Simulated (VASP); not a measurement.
An input for Ansatz (written as the equivalent of a VASP run, and not itself run):

Ansatz 0.2 input:
```yaml
crystal:
  lattice:
    - [5.9341048, 0.0000000, 0.0000000]
    - [0.0000000, 5.9341048, 0.0000000]
    - [0.0000000, 0.0000000, 5.9341048]
  atoms:
    - { symbol: Pb, position: [0.0000000, 0.0000000, 0.0000000] }
    - { symbol: Pb, position: [0.5000000, 0.5000000, 0.0000000] }
    - { symbol: Pb, position: [0.5000000, 0.0000000, 0.5000000] }
    - { symbol: Pb, position: [0.0000000, 0.5000000, 0.5000000] }
    - { symbol: Se, position: [0.5000000, 0.5000000, 0.5000000] }
    - { symbol: S, position: [0.0000000, 0.0000000, 0.5000000] }
    - { symbol: S, position: [0.0000000, 0.5000000, 0.0000000] }
    - { symbol: S, position: [0.5000000, 0.0000000, 0.0000000] }
kpoints:
  mp_grid: { grid: [4, 4, 4] }
hamiltonian:
  xc: pbesol
  pseudopotentials: { kind: paw }
scf:
  occupations: { method: gaussian, width: 0.05 }
  max_iter: 100
relax:
  max_steps: 60
  f_tol: 0.02
  cell: {}
output: { forces: true, stress: true, eigenvalues: true }
```

Problem. Write the VASP files for the same calculation (PBEsol).

Solution. Several could match; the one computed here: 
INCAR:
```
SYSTEM = Pb4S3Se
PREC = Accurate
ENCUT = 400
EDIFF = 1E-6
NELM = 100
ALGO = Normal
LREAL = .FALSE.
LASPH = .TRUE.
ISMEAR = 0
SIGMA = 0.05
GGA = PS
LMAXMIX = 4
LWAVE = .FALSE.
LCHARG = .FALSE.
IBRION = 2
ISIF = 3
NSW = 60
EDIFFG = -0.02
```

### POSCAR
```
Pb4S3Se
1.0
  5.9341048304   0.0000000000   0.0000000000
  0.0000000000   5.9341048304   0.0000000000
  0.0000000000   0.0000000000   5.9341048304
Pb Se S
4 1 3
Cart
  0.0000000000   0.0000000000   0.0000000000
  2.9670524152   2.9670524152   0.0000000000
  2.9670524152   0.0000000000   2.9670524152
  0.0000000000   2.9670524152   2.9670524152
  2.9670524152   2.9670524152   2.9670524152
  0.0000000000   0.0000000000   2.9670524152
  0.0000000000   2.9670524152   0.0000000000
  2.9670524152   0.0000000000   0.0000000000
```

### KPOINTS
```
kpoints
0
G
  4 4 4
0 0 0
```

POTCAR, in this order: Pb_d Se S (PBE.64 set). Program: vasp_std.

The two are equivalent in intent, not identical: each code has its own PAW files, so the cut-off isn't converted (ENCUT is set for VASP's; basis.ecutwfc is left out, and Ansatz then takes the one that its files recommend); Ansatz stops its SCF on the density residual and VASP on the energy change (EDIFF).

The structure was generated: Pb4S3Se was put into an ordered model structure (Pm-3m), which need not be its known phase. This run relaxes it. Symmetry was kept, so distortions that lower it aren't found. The start is the result of an earlier pass.
